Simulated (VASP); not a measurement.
OSZICAR of a VASP run on NiAl (CsCl type):

**OSZICAR**
```
       N       E                     dE             d eps       ncg     rms          rms(c)
DAV:   1     0.312904007066E+02    0.31290E+02   -0.57388E+03  1688   0.137E+03
DAV:   2    -0.214528967092E+02   -0.52743E+02   -0.50342E+02  1702   0.214E+02
DAV:   3    -0.227809852490E+02   -0.13281E+01   -0.13188E+01  2026   0.442E+01
DAV:   4    -0.228020775588E+02   -0.21092E-01   -0.21081E-01  1982   0.505E+00
DAV:   5    -0.228027400820E+02   -0.66252E-03   -0.66250E-03  1926   0.910E-01    0.125E+01
DAV:   6    -0.228063490221E+02   -0.36089E-02   -0.53442E+01  1840   0.137E+02    0.148E+01
DAV:   7    -0.200516511780E+02    0.27547E+01   -0.15126E+01  1848   0.774E+01    0.174E+00
DAV:   8    -0.200580005108E+02   -0.63493E-02   -0.53912E-01  2044   0.115E+01    0.171E+00
DAV:   9    -0.200335869475E+02    0.24414E-01   -0.14699E-01  1898   0.711E+00    0.363E-01
DAV:  10    -0.200355464978E+02   -0.19596E-02   -0.86544E-03  1758   0.985E-01    0.274E-01
DAV:  11    -0.200371264485E+02   -0.15800E-02   -0.76878E-03  1984   0.142E+00    0.767E-02
DAV:  12    -0.200371126238E+02    0.13825E-04   -0.23125E-04  2132   0.243E-01    0.347E-02
DAV:  13    -0.200370784728E+02    0.34151E-04   -0.31719E-05  1822   0.683E-02    0.395E-02
DAV:  14    -0.200371012247E+02   -0.22752E-04   -0.86211E-05  2004   0.156E-01    0.520E-03
DAV:  15    -0.200371024995E+02   -0.12749E-05   -0.19271E-06  1796   0.229E-02    0.307E-03
DAV:  16    -0.200371019803E+02    0.51927E-06   -0.57733E-07  1716   0.149E-02    0.826E-04
DAV:  17    -0.200371016958E+02    0.28443E-06   -0.10495E-08   888   0.142E-03    0.914E-04
DAV:  18    -0.200371019201E+02   -0.22425E-06   -0.16463E-08   872   0.263E-03    0.372E-04
DAV:  19    -0.200371018389E+02    0.81135E-07   -0.12360E-09   866   0.467E-04
   1 F= -.20037102E+02 E0= -.20037279E+02  d E =-.200371E+02
```

Q: Which electronic solver shows in the log?

A: It is blocked Davidson (ALGO = Normal, or the opening steps of other solvers). The INCAR had ALGO = Normal.

Q: How was spin treated?

A: Without spin polarisation: there is no mag entry.

Q: Can the final energy be trusted as converged?

A: The run converged. It stopped with EDIFF = 1E-7, NELM = 100, NSW = 30 and EDIFFG = -0.01 after 1 ionic step (r2SCAN meta-GGA, plane waves, VASP's PBE PAW potentials (set 64)).

The compound is NiAl in the CsCl type structure. This cell was strained or had an atom moved on purpose. The run is not spin-polarised, so no magnetic state was tried. The electron count is odd and the run is not spin-polarised, which forces a metal.
